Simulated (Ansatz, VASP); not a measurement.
One calculation of Cs4BePb3Br12 (a cell with a defect), two programs

```
CELL_PARAMETERS angstrom
-5.87000 5.87000 5.87000
5.87000 -5.87000 5.87000
5.87000 5.87000 -5.87000
ATOMIC_POSITIONS crystal
Cs 0.00000 0.00000 0.00000
Cs 0.50000 0.50000 0.00000
Cs 0.50000 0.00000 0.50000
Cs 0.00000 0.50000 0.50000
Be 0.50000 0.50000 0.50000
Pb 0.00000 0.00000 0.50000
Pb 0.00000 0.50000 0.00000
Pb 0.50000 0.00000 0.00000
Br 0.50000 0.25000 0.25000
Br 0.00000 0.75000 0.25000
Br 0.00000 0.25000 0.75000
Br 0.50000 0.75000 0.75000
Br 0.25000 0.50000 0.25000
Br 0.75000 0.00000 0.25000
Br 0.75000 0.50000 0.75000
Br 0.25000 0.00000 0.75000
Br 0.25000 0.25000 0.50000
Br 0.75000 0.75000 0.50000
Br 0.75000 0.25000 0.00000
Br 0.25000 0.75000 0.00000
```

Alike in both runs: task electric field gradients; functional PBE; k mesh 2 × 2 × 2; occupations fermi-dirac, width 0.01 eV; no spin polarisation.

|  | VASP | Ansatz |
| --- | --- | --- |
| version | VASP 6.6.1 | Ansatz 0.2.0 |
| potentials or method | VASP PAW PBE potentials, release 64 (Cs_sv, Be, Pb_d, Br) | plane-wave PAW, scalar-relativistic |
| plane-wave cutoff (eV) | 520 | 420 |
| valence electrons in the cell | 164 | 164 |

Ansatz gave:

| Item | Value |
| --- | --- |
| gap on the k mesh at the Fermi level (eV) | 1.27 |
| pressure (GPa) | -0.2 |
| rms of the force components (eV/Å) | 0.378 |
| Vzz of the field gradient on the site that differs most (V/Å²) | 311.2 |

Problem. What did VASP give for the same quantities?

Solution. gap on the k mesh at the Fermi level (eV): 1.28; pressure (GPa): -0.3; rms of the force components (eV/Å): 0.378; Vzz of the field gradient on the site that differs most (V/Å²): 300.7.

Atom by atom the forces differ by 0.000 eV/Å (rms over components). Ansatz warned: «gradients_without_spin_orbit».

Caveats: spin-orbit coupling is left out, which as a rule narrows the gap of such compounds by several tenths of an eV. A hybrid or GW would open this gap; PBE tends to underestimate it.
